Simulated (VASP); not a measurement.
Input:

```xyz
2
Lattice="0.0000 2.2700 2.2700 2.2700 0.0000 2.2700 2.2700 2.2700 0.0000" Properties=species:S:1:pos:R:3 pbc="T T T"
B      0.0000     0.0000     0.0000
P      1.1350     1.1350     1.1350
```

Level of theory: PBE GGA, VASP's PBE PAW potentials (set 64) (plane waves; VASP). Numerical set-up: 520 eV cut-off, 9×9×9 Γ-centred mesh, Gaussian smearing of 0.050 eV, potentials B P.

### Question
Estimate the energy per atom (σ→0).

### Answer

```json
{
  "energy per atom (σ→0)": "-6.465 eV/atom"
}
```

The compound is BP in the zinc blende structure. The cell was not relaxed at this level.
